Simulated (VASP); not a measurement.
An input for Quantum ESPRESSO's pw.x (written as the equivalent of a VASP run, and not itself run):

```
&CONTROL
  calculation = 'vc-relax'
  pseudo_dir = './pseudo'
  outdir = './out'
  tprnfor = .true.
  tstress = .true.
  nstep = 30
  forc_conv_thr = 0.00039
/
&SYSTEM
  ibrav = 0
  nat = 2
  ntyp = 1
  ecutwfc = 102
  occupations = 'smearing'
  smearing = 'methfessel-paxton'
  degauss = 0.00735
  input_dft = 'pbe'
  vdw_corr = 'grimme-d3'
  dftd3_version = 4
  dftd3_threebody = .false.
/
&ELECTRONS
  conv_thr = 7.3e-09
  electron_maxstep = 100
/
&IONS
/
&CELL
  cell_dofree = 'shape'
/
ATOMIC_SPECIES
  Cd 112.414 Cd.upf
CELL_PARAMETERS angstrom
     1.5103149   -2.6159424    0.0000000
     1.5103149    2.6159424    0.0000000
     0.0000000    0.0000000    5.5719687
ATOMIC_POSITIONS crystal
  Cd   0.3333330  0.6666670  0.2500000
  Cd   0.6666670  0.3333330  0.7500000
K_POINTS automatic
  14 14 7 0 0 0
```

Problem. Write the VASP files for the same calculation (PBE-D3(BJ)).

Solution. One answer among several that fit: 
### INCAR
```
! general
SYSTEM   =  Cd
PREC     =  Accurate
ENCUT    =  520   ! plane-wave cut-off (eV)
LREAL    =  .FALSE.   ! projection in real space or not
LASPH    =  .TRUE.

! electronic loop
EDIFF    =  1E-7   ! SCF stop (eV)
NELM     =  100
ALGO     =  Normal
LMAXMIX  =  4

! smearing
ISMEAR   =  1
SIGMA    =  0.1

! functional
GGA      =  PE
IVDW     =  12   ! D3, Becke-Johnson

! ions
IBRION   =  2
NSW      =  30
ISIF     =  4
EDIFFG   =  -0.01   ! ionic stop

! output
LWAVE    =  .FALSE.
LCHARG   =  .FALSE.
```

**POSCAR**
```
Cd
1
    1.5103148560    -2.6159423689     0.0000000000
    1.5103148560     2.6159423689     0.0000000000
    0.0000000000     0.0000000000     5.5719687456
Cd
2
Direct
  0.3333330000   0.6666670000   0.2500000000
  0.6666670000   0.3333330000   0.7500000000
```

### KPOINTS
```
Automatic mesh
0
Gamma
14 14 7
0 0 0
```

POTCAR, in this order: Cd (PBE.64 set). Program: vasp_std.

What does not carry over: the potentials are each code's own (VASP's PAW set, PseudoDojo norm-conserving files in pw.x), so ENCUT and ecutwfc are chosen apart and not converted; conv_thr bounds pw.x's estimated SCF error, while EDIFF bounds the energy change between steps; forc_conv_thr acts on force components and is met together with etot_conv_thr.

The compound is Cd in the hcp structure. This cell is one point of a volume scan, at 1.03 of the reference volume. Symmetry was kept, so distortions that lower it aren't found.
